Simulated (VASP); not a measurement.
Consider the following.

```xyz
5
Lattice="4.0323 0.0000 0.0000 0.0000 4.0323 0.0000 0.0000 0.0000 4.0323" Properties=species:S:1:pos:R:3 pbc="T T T"
Ho     2.0162     2.0162     2.0162
Ru     2.0162     0.0000     0.0000
Ru     0.0000     2.0162     0.0000
Ru     0.0000     0.0000     2.0162
C      0.0000     0.0000     0.0000
```

Calculation: PBEsol GGA, VASP's PBE PAW potentials (set 64) (plane waves; VASP). Numerical set-up: 400 eV cut-off, 7×7×7 Γ-centred mesh, Gaussian smearing of 0.10 eV, potentials Ho Ru_pv C.

The run has a spin-polarised start.

### Question
Give the spin-up energies of bands 27 to 40 at the high-symmetry points, in eV from the Fermi level.

### Answer

| band | Γ | X | M | R |
|---|---|---|---|---|
| 27 | -2.44 | -2.76 | -2.37 | -2.82 |
| 28 | -2.36 | -2.51 | -2.17 | -2.45 |
| 29 | -2.36 | -2.47 | -2.13 | -2.37 |
| 30 | -2.36 | -2.47 | -2.13 | -2.37 |
| 31 | -1.54 | -2.31 | -2.01 | -2.37 |
| 32 | -1.54 | -0.95 | -1.93 | -0.84 |
| 33 | -1.54 | -0.69 | -1.93 | -0.84 |
| 34 | -0.67 | -0.53 | -1.05 | 1.12 |
| 35 | -0.67 | -0.53 | -0.64 | 1.12 |
| 36 | 1.31 | -0.11 | -0.48 | 1.12 |
| 37 | 1.39 | 1.39 | -0.06 | 2.11 |
| 38 | 1.39 | 1.67 | 2.65 | 2.11 |
| 39 | 1.39 | 1.67 | 2.65 | 2.11 |
| 40 | 5.14 | 3.26 | 2.92 | 3.20 |

### Question
Give the spin-down energies of bands 27 to 40 at the high-symmetry points, in eV from the Fermi level.

### Answer

```csv
band,Γ,X,M,R
27,-0.56,-0.73,-0.96,-0.43
28,-0.56,-0.73,-0.65,-0.20
29,-0.41,-0.31,-0.54,-0.20
30,-0.10,-0.05,-0.35,-0.20
31,-0.10,-0.05,-0.32,0.42
32,-0.10,-0.05,-0.05,0.42
33,0.38,0.16,0.00,0.42
34,0.38,0.70,0.00,1.22
35,0.38,0.70,0.46,1.22
36,1.42,0.73,0.46,1.22
37,1.49,1.49,1.07,2.33
38,1.49,1.73,2.79,2.33
39,1.49,1.73,2.79,2.33
40,5.40,3.54,2.97,3.35
```

It has no gap at this level: it comes out as a metal or semimetal.

The structure comes from a computed database's HoRu3C entry; how it stands against other phases isn't given here. The cell was not relaxed at this level.
